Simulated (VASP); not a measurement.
```
RhSi
1.0
    2.94571     0.00000     0.00000
    0.00000     2.94571     0.00000
    0.00000     0.00000     2.94571
Rh Si
1 1
Direct
  0.00000   0.00000   0.00000
  0.50000   0.50000   0.50000
```

All values below come from PBEsol GGA, VASP's PBE PAW potentials (set 64) (plane waves; VASP). Run with 400 eV cut-off, 14×14×14 Γ-centred mesh, tetrahedra with Blöchl corrections, potentials Rh_pv Si.

Q: What does the run give for the energy per atom (σ→0), band gap (on the k-mesh) with the smallest direct gap where there is one?

A: 
```
Quantity                                                    Result
------------------------  ----------------------------------------
band gap (on the k-mesh)  none (metal, semimetal or under 0.01 eV)
energy per atom (σ→0)                               -7.560 eV/atom
```

The structure was generated: RhSi was put into the CsCl type type (Pm-3m), which need not be its known phase. It was relaxed first, which changed the volume by -28 %. The electron count is odd and the run is not spin-polarised, which forces a metal.
